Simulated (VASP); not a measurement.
## HfB2: structure and properties in VASP

Aim: relax HfB2, then compute properties on the relaxed cell. The steps: relaxing cell and atoms (r2SCAN + rVV10), density, ELF and potential (r2SCAN + rVV10), band structure (r2SCAN + rVV10), total and projected DOS (r2SCAN + rVV10), volume scan with r2SCAN + rVV10, fit for r2SCAN + rVV10 and electric field gradients (r2SCAN + rVV10). The start is a cell from a database of measured crystal structures.

Program: VASP 6.6.1. Level of theory: r2SCAN with rVV10; plane waves and PAW (Hf_pv, B). Results are calculated unless marked as measured.

### Step 1. The structure

Before any relaxation, the start is as follows. The structure is hexagonal, space group P6/mmm (No. 191). Conventional cell: a = 3.140 Å, b = 3.140 Å, c = 3.480 Å, α = 90.00°, β = 90.00°, γ = 120.00°. Hf has 12 B at 2.51 Å nearest. Nearest to B lie 3 B at 1.81 Å and 6 Hf at 2.51 Å. Farther neighbours are not listed.

As a file:

```
Hf B
1.0
     3.14000    0.00000    0.00000
    -1.57000    2.71932    0.00000
     0.00000    0.00000    3.48000
Hf B
1 2
Direct
  0.00000 0.00000 0.00000
  0.33333 0.66667 0.50000
  0.66667 0.33333 0.50000
```

### Step 2. Relaxing cell and atoms (r2SCAN + rVV10)

The start need not lie at this functional's minimum. ISIF = 3 frees volume, shape and positions, and EDIFFG sets the threshold on forces and stress at which the search stops. r2SCAN adds the kinetic-energy density, costs more than a GGA and is run with LASPH. LUSE_VDW switches on a nonlocal correlation term for dispersion.

INCAR

```
SYSTEM = HfB2
PREC = Accurate
ENCUT = 420
EDIFF = 1E-06
NELM = 100
ISMEAR = 0
SIGMA = 0.05
LREAL = .FALSE.
ALGO = Normal
METAGGA = R2SCAN
LUSE_VDW = .TRUE.
IVDW_NL = 2
BPARAM = 11.95
CPARAM = 0.0093
LASPH = .TRUE.
NBANDS = 14
LORBIT = 11
LWAVE = .FALSE.
LCHARG = .FALSE.
KPAR = 2
IBRION = 2
NSW = 60
ISIF = 3
EDIFFG = -0.01
```

POSCAR

```
HfB2
1.0
    3.1400000000      0.0000000000      0.0000000000
   -1.5700000000      2.7193197679      0.0000000000
    0.0000000000      0.0000000000      3.4800000000
Hf B
1 2
Direct
    0.0000000000      0.0000000000      0.0000000000
    0.3333333333      0.6666666667      0.5000000000
    0.6666666667      0.3333333333      0.5000000000
```

KPOINTS

```
Automatic mesh
0
Gamma
10 10 8
0 0 0
```

PAW data sets: Hf_pv and B (PBE family, release 64).

Launch:

```sh
$ mpirun -np 2 vasp_std
```

The program printed:

```text
[banner, memory and clock lines left out]
running    2 mpi-ranks, on    1 nodes
 distrk:  each k-point on    1 cores,    2 groups
 distr:  one band on    1 cores,    1 groups

 POSCAR found type information on POSCAR HfB
 POSCAR found :  2 types and       3 ions
|                                                                             |
|               ----> ADVICE to this user running VASP <----                  |
|                                                                             |
|     You have switched on vdW-DFT.                                           |
|     This routine was written and supplied by Jiri Klimes. We recommend      |
|     that you carefully read and cite the following publications:            |
|       J. Klimes, D.R. Bowler, A. Michelides                                 |
|          J. Phys.: Cond Matt. 22 022201 (2010)                              |
|       J. Klimes, D.R. Bowler, A. Michelides                                 |
|          Phys. Rev. B. 83, 195131 (2011)                                    |
|     and references therein.                                                 |
|                                                                             |

|                                                                             |
|               ----> ADVICE to this user running VASP <----                  |
|                                                                             |
|     You enforced a specific xc type in the INCAR file but a different       |
|     [... a line on the potential file left out ...]
|     I HOPE YOU KNOW WHAT YOU ARE DOING!                                     |
|                                                                             |

 LDA part: xc-table for (None), standard interpolation
 POSCAR, INCAR and KPOINTS ok, starting setup
 FFT: planning ... GRIDC
 FFT: planning ... GRID_SOFT
 FFT: planning ... GRID
 WAVECAR not read
 entering main loop
       N       E                     dE             d eps       ncg     rms          rms(c)
Total rVV10 correction in eV:      0.1615254    17.5557970
Total rVV10 correction in eV:      0.1615254    17.5557970
DAV:   1    -0.162126843948E+02   -0.16213E+02   -0.74177E+03  1960   0.950E+02
DAV:   2    -0.666349446152E+02   -0.50422E+02   -0.47703E+02  2570   0.210E+02
DAV:   3    -0.679836230307E+02   -0.13487E+01   -0.13406E+01  2596   0.263E+01
DAV:   4    -0.679903115612E+02   -0.66885E-02   -0.66872E-02  2290   0.228E+00
DAV:   5    -0.679903600629E+02   -0.48502E-04   -0.48501E-04  2542   0.169E-01    0.576E+01
Total rVV10 correction in eV:      0.1614164    17.5557972
Total rVV10 correction in eV:      0.1614164    17.5557972
DAV:   6    -0.629605048655E+02    0.50299E+01   -0.31400E+00  2458   0.139E+01    0.390E+01
Total rVV10 correction in eV:      0.1605909    17.5557972
Total rVV10 correction in eV:      0.1605909    17.5557972
DAV:   7    -0.629939380836E+02   -0.33433E-01   -0.12305E+00  2452   0.850E+00    0.913E+00
Total rVV10 correction in eV:      0.1601695    17.5557972
Total rVV10 correction in eV:      0.1601695    17.5557972
DAV:   8    -0.629247524162E+02    0.69186E-01   -0.28004E-01  2308   0.402E+00    0.241E+00
Total rVV10 correction in eV:      0.1604829    17.5557972
Total rVV10 correction in eV:      0.1604829    17.5557972
DAV:   9    -0.629231375145E+02    0.16149E-02   -0.15146E-02  2386   0.103E+00    0.346E-01
Total rVV10 correction in eV:      0.1605502    17.5557972
Total rVV10 correction in eV:      0.1605502    17.5557972
DAV:  10    -0.629233034838E+02   -0.16597E-03   -0.43205E-04  2404   0.166E-01    0.118E-01
Total rVV10 correction in eV:      0.1605803    17.5557972
Total rVV10 correction in eV:      0.1605803    17.5557972
DAV:  11    -0.629233052331E+02   -0.17493E-05   -0.35067E-05  2500   0.539E-02    0.593E-02
Total rVV10 correction in eV:      0.1605682    17.5557972
Total rVV10 correction in eV:      0.1605682    17.5557972
DAV:  12    -0.629233053155E+02   -0.82403E-07   -0.18346E-06  2106   0.115E-02
Total rVV10 correction in eV:      0.1605691    17.5557972
Total rVV10 correction in eV:      0.1605691    17.5557972
Total rVV10 correction in eV:      0.1605677    17.5557972
Total rVV10 correction in eV:      0.1605677    17.5557972
   1 F= -.62923305E+02 E0= -.62922888E+02  d E =-.629233E+02
 curvature:   0.00 expect dE= 0.000E+00 dE for cont linesearch  0.000E+00
 trial: gam= 0.00000 g(F)=  0.179E-49 g(S)=  0.710E-02 ort = 0.000E+00 (trialstep = 0.100E+01)
 search vector abs. value=  0.710E-02
 bond charge predicted
       N       E                     dE             d eps       ncg     rms          rms(c)
Total rVV10 correction in eV:      0.1602655    17.5557972
Total rVV10 correction in eV:      0.1602655    17.5557972
DAV:   1    -0.629334702136E+02   -0.10165E-01   -0.36041E-01  1966   0.524E+00    0.184E+00
Total rVV10 correction in eV:      0.1592095    17.5557972
Total rVV10 correction in eV:      0.1592095    17.5557972
DAV:   2    -0.629249129034E+02    0.85573E-02   -0.15458E-02  2068   0.117E+00    0.818E-01
Total rVV10 correction in eV:      0.1582366    17.5557972
Total rVV10 correction in eV:      0.1582366    17.5557972
DAV:   3    -0.629220437336E+02    0.28692E-02   -0.87525E-03  2362   0.762E-01    0.775E-01
Total rVV10 correction in eV:      0.1582375    17.5557972
Total rVV10 correction in eV:      0.1582375    17.5557972
DAV:   4    -0.629220444187E+02   -0.68510E-06   -0.20380E-04  2374   0.131E-01    0.804E-01
Total rVV10 correction in eV:      0.1582789    17.5557972
Total rVV10 correction in eV:      0.1582789    17.5557972
DAV:   5    -0.629220627991E+02   -0.18380E-04   -0.15205E-05  2566   0.404E-02    0.802E-01
Total rVV10 correction in eV:      0.1584257    17.5557972
Total rVV10 correction in eV:      0.1584257    17.5557972
DAV:   6    -0.629220295508E+02    0.33248E-04   -0.13933E-04  2470   0.122E-01    0.812E-01
Total rVV10 correction in eV:      0.1583957    17.5557972
Total rVV10 correction in eV:      0.1583957    17.5557972
DAV:   7    -0.629220168613E+02    0.12689E-04   -0.69681E-06  2452   0.229E-02    0.807E-01
Total rVV10 correction in eV:      0.1583975    17.5557972
Total rVV10 correction in eV:      0.1583975    17.5557972
DAV:   8    -0.629220166099E+02    0.25137E-06   -0.21094E-07  1064   0.410E-03
Total rVV10 correction in eV:      0.1580811    17.5557972
Total rVV10 correction in eV:      0.1580811    17.5557972
Total rVV10 correction in eV:      0.1583985    17.5557972
Total rVV10 correction in eV:      0.1583985    17.5557972
   2 F= -.62922017E+02 E0= -.62921610E+02  d E =0.128871E-02
[...]
3 F= -.62924731E+02 E0= -.62924318E+02  d E =-.142538E-02
[...]
4 F= -.62924743E+02 E0= -.62924330E+02  d E =-.143773E-02
[...]
5 F= -.62924741E+02 E0= -.62924328E+02  d E =-.143579E-02
 curvature:  -0.21 expect dE=-0.978E-05 dE for cont linesearch -0.576E-06
 ZBRENT: accuracy reached
 trial: gam= 0.02638 g(F)=  0.134E-47 g(S)=  0.470E-04 ort =-0.140E-03 (trialstep = 0.887E+00)
 search vector abs. value=  0.446E-04
 bond charge predicted
       N       E                     dE             d eps       ncg     rms          rms(c)
Total rVV10 correction in eV:      0.1595117    17.5557972
Total rVV10 correction in eV:      0.1595117    17.5557972
DAV:   1    -0.629247747713E+02   -0.33461E-04   -0.17564E-03  2080   0.330E-01    0.696E-02
Total rVV10 correction in eV:      0.1595345    17.5557972
Total rVV10 correction in eV:      0.1595345    17.5557972
DAV:   2    -0.629247648296E+02    0.99417E-05   -0.23686E-05  2428   0.396E-02    0.258E-02
Total rVV10 correction in eV:      0.1595543    17.5557972
Total rVV10 correction in eV:      0.1595543    17.5557972
DAV:   3    -0.629247639420E+02    0.88761E-06   -0.33431E-06  2578   0.152E-02
Total rVV10 correction in eV:      0.1595647    17.5557972
Total rVV10 correction in eV:      0.1595647    17.5557972
Total rVV10 correction in eV:      0.1595632    17.5557972
Total rVV10 correction in eV:      0.1595632    17.5557972
   6 F= -.62924764E+02 E0= -.62924353E+02  d E =-.228398E-04
 trial-energy change:   -0.000023  1 .order   -0.000022   -0.000038   -0.000006
 step:   1.0375(harm=  1.0375)  dis= 0.00000  next Energy=   -62.924764 (dE=-0.225E-04)
 reached required accuracy - stopping structural energy minimisation
```

Elapsed: 2.8 min, on 2 MPI ranks of AMD EPYC 7R13 (Zen 3), shared host; peak memory 0.41 GiB; 5.6 min of CPU time.

Lines that name or quote the potential files are left out of all logs, and their timing lines are given in words.

OUTCAR, selected parts (step 2):

```text
ion  position               nearest neighbor table
   1  0.000  0.000  0.000-   2 2.51   3 2.51   2 2.51   3 2.51   3 2.51   3 2.51   2 2.51   2 2.51
                             3 2.51   3 2.51   2 2.51   2 2.51
   2  0.333  0.667  0.500-   3 1.81   3 1.81   3 1.81   1 2.51   1 2.51   1 2.51   1 2.51   1 2.51
                             1 2.51
   3  0.667  0.333  0.500-   2 1.81   2 1.81   2 1.81   1 2.51   1 2.51   1 2.51   1 2.51   1 2.51
                             1 2.51

  LATTYP: Found a hexagonal cell.
 ALAT       =     3.1400000000
 C/A-ratio  =     1.1082802548

 Subroutine GETGRP returns: Found 24 space group operations
 (whereof 24 operations were pure point group operations)

The static configuration has the point symmetry D_6h.

 Found     70 irreducible k-points:

   k-points           NKPTS =     70   k-points in BZ     NKDIM =     70   number of bands    NBANDS=     14

   dimension x,y,z NGX =    24 NGY =   24 NGZ =   24
   dimension x,y,z NGXF=    48 NGYF=   48 NGZF=   48

   ENCUT  =  420.0 eV  30.87 Ry    5.56 a.u.   5.25  5.25  5.82*2*pi/ulx,y,z

   NELECT =      16.0000    total number of electrons

 k-points in reciprocal lattice and weights: Automatic mesh
   0.00000000  0.00000000  0.00000000       0.001
   0.10000000  0.00000000  0.00000000       0.007
   0.20000000  0.00000000  0.00000000       0.007
   0.30000000  0.00000000  0.00000000       0.007
   0.40000000  0.00000000  0.00000000       0.007
   0.50000000  0.00000000  0.00000000       0.004
   0.10000000  0.10000000  0.00000000       0.007
   0.20000000  0.10000000  0.00000000       0.015
   0.30000000  0.10000000  0.00000000       0.015
[...]
0.40000000  0.20000000  0.50000000       0.007
   0.30000000  0.30000000  0.50000000       0.007

 average (electrostatic) potential at core
       1 -39.9773       2 -26.2166       3 -26.2166

 E-fermi :   7.6333

 k-point     1 :       0.0000    0.0000    0.0000
  band No.  band energies     occupation
    ...
      4      -6.9563      2.00000
      5       4.6168      2.00000
      6       4.6735      2.00000
      7       4.7193      2.00000
      8       4.7194      2.00000
      9      12.0490      0.00000
     10      12.0490      0.00000
     11      12.7331      0.00000
     12      12.7331      0.00000
     13      12.9598      0.00000
    ...

 k-point     2 :       0.1000    0.0000    0.0000
  band No.  band energies     occupation
    ...
      4      -6.7280      2.00000
      5       4.0571      2.00000
      6       4.4958      2.00000
      7       4.6939      2.00000
      8       4.8400      2.00000
      9      11.2493      0.00000
     10      11.8667      0.00000
     11      11.8889      0.00000
     12      12.2942      0.00000
     13      13.7278      0.00000
    ...

 k-point     3 :       0.2000    0.0000    0.0000
  band No.  band energies     occupation
    ...
      4      -6.0769      2.00000
      5       2.5989      2.00000
      6       4.0991      2.00000
      7       4.5769      2.00000
      8       5.2917      2.00000
      9      10.0667      0.00000
     10      11.5035      0.00000
     11      11.7087      0.00000
     12      12.1840      0.00000
     13      14.2020      0.00000
    ...

  Total        0.0084874      0.0084874      0.0140801      0.0000000     -0.0000000     -0.0000000
  in kB        0.4611037      0.4611037      0.7649464      0.0000000     -0.0000000     -0.0000000
  external PRESSURE =       0.5623846 kB  Pullay stress =       0.0000000 kB

  energy-cutoff  :      420.00
  volume of cell :       29.49
      direct lattice vectors                 reciprocal lattice vectors
     3.129694939 -0.000000000  0.000000000     0.319519959  0.184474935 -0.000000000
    -1.564847470  2.710395324  0.000000000     0.000000000  0.368949869 -0.000000000
     0.000000000  0.000000000  3.476577996    -0.000000000 -0.000000000  0.287639167

 POSITION                                       TOTAL-FORCE (eV/Angst)
 -----------------------------------------------------------------------------------
      0.00000      0.00000      3.47658        -0.000000      0.000000     -0.000000
     -0.00000      1.80693      1.73829        -0.000000      0.000000      0.000000
      1.56485      0.90347      1.73829         0.000000     -0.000000     -0.000000
 -----------------------------------------------------------------------------------
    total drift:                               -0.000000      0.000000      0.000000

  FREE ENERGIE OF THE ION-ELECTRON SYSTEM (eV)
  ---------------------------------------------------
  free  energy   TOTEN  =       -62.9247639420 eV

  energy  without entropy=      -62.9239421063  energy(sigma->0) =      -62.92435302

 reached required accuracy - stopping structural energy minimisation

 total charge
# of ion       s       p       d       tot
------------------------------------------
    1        0.304   6.600   1.831   8.734
    2        0.679   1.280   0.000   1.959
    3        0.679   1.280   0.000   1.959
--------------------------------------------------
tot          1.663   9.160   1.831  12.653

[... 3 further parts left out ...]
```

CONTCAR:

```
HfB2
   1.00000000000000
     3.1296949393886742   -0.0000000000000000    0.0000000000000000
    -1.5648474696943371    2.7103953236228873    0.0000000000000000
     0.0000000000000000    0.0000000000000000    3.4765779959206942
  Hf              B
     1     2
Direct
     0.0000000000000000    0.0000000000000000    1.0000000000000000
     0.3333333332999970    0.6666666667000030    0.5000000000000000
     0.6666666667000030    0.3333333332999970    0.5000000000000000
```

Harder data sets than Hf_pv exist (the GW ones), and pressures, volumes and forces can shift noticeably with them. The PAW data sets were made with PBE, which is usual practice but a small mismatch for other functionals. The run keeps the 24 symmetry operations of its start, so it cannot find a distortion of lower symmetry.

The steps of the relaxation:

| step | energy less that of the first step (eV) | largest force (eV/Å) | pressure (GPa) | volume (Å³) |
| --- | --- | --- | --- | --- |
| 1 | 0.0000 | 0.0000 | -2.00 | 29.71 |
| 2 | 0.0013 | 0.0000 | 3.45 | 29.18 |
| 3 | -0.0014 | 0.0000 | 0.19 | 29.47 |
| 4 | -0.0014 | 0.0000 | 0.04 | 29.49 |
| 5 | -0.0014 | 0.0000 | 0.08 | 29.48 |
| 6 | -0.0015 | 0.0000 | 0.06 | 29.49 |

| conventional cell, symmetrised | before | after | change |
| --- | --- | --- | --- |
| a (Å) | 3.140 | 3.130 | -0.3 % |
| b (Å) | 3.140 | 3.130 | -0.3 % |
| c (Å) | 3.480 | 3.477 | -0.1 % |
| volume (Å³/atom) | 9.90 | 9.83 | -0.8 % |

Final coordinates:

```
Hf B
1.0
     3.12969    0.00000    0.00000
    -1.56485    2.71040    0.00000
     0.00000    0.00000    3.47658
Hf B
1 2
Cartesian
  0.0000 0.0000 0.0000
  0.0000 1.8069 1.7383
  1.5648 0.9035 1.7383
```

This step gave:

| Property | Result |
| --- | --- |
| electrons | 16 |
| bands | 14 |
| irreducible k-points | 70 |
| symmetry operations | 24 |
| free energy (TOTEN) | -62.9248 eV |
| energy at zero smearing | -62.9244 eV |
| Fermi energy | 7.633 eV |
| pressure | 0.05624 GPa |
| metallic | yes |
| SCF cycles over all ionic steps | 38 |

It ends with forces that vanish by symmetry and a pressure of 0.06 GPa. The volume lies -0.8 % from that of the database's start, which holds the thermal and zero-point expansion of its experiment.

(Continued in part 2 of 5.)

[Lines on the potential files, build, host, timing and source positions are cut from VASP's logs without a mark.]

[Logs are printed without paths, hosts, clocks, repeated set-up lines and the standing remarks that a program may print on its own settings, such as how far it seeks lower states.]

[Hosts, paths, dates, database ids (printed as entryN), source tags and the programs' standing remarks are cut or masked in the printed files.]

[A measured line is paired with the nearest computed mode of its activity, which favours agreement.]
